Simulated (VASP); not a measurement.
Data:

```xyz
4
Lattice="4.6789 0.0000 0.0000 0.0000 4.6789 0.0000 0.0000 0.0000 5.8958" Properties=species:S:1:pos:R:3 pbc="T T T"
Au     2.3395     0.0000     1.3961
Au     0.0000     2.3395     4.4997
Br     0.0000     0.0000     0.0000
Br     2.3395     2.3395     0.0000
```

Method: PBE GGA, VASP's PBE PAW potentials (set 64) (plane waves; VASP). Run with 400 eV cut-off, 4×4×4 Γ-centred mesh, Gaussian smearing of 0.050 eV, potentials Au Br.

### Question
Which forces act on the atoms, in eV/Å?

### Answer

```json
[
 {"atom": "Au1", "Fx": "0.000", "Fy": "0.000", "Fz": "-0.122"},
 {"atom": "Au2", "Fx": "0.000", "Fy": "0.000", "Fz": "0.122"},
 {"atom": "Br3", "Fx": "0.000", "Fy": "0.000", "Fz": "0.000"},
 {"atom": "Br4", "Fx": "0.000", "Fy": "0.000", "Fz": "0.000"}
]
```

### Question
Give the stress tensor in GPa (positive for a compressed cell).

### Answer

```
 7.71   0.00   0.00
 0.00   7.71   0.00
 0.00   0.00  -2.02
```
The pressure is its mean diagonal, 4.47 GPa.

The structure was generated: AuBr was put into the litharge type (P4/nmm), which need not be its known phase. The cell was not relaxed at this level. The k-mesh is coarse (spacing up to 0.34 per Å, 2π included), so the numbers may not be converged in it.
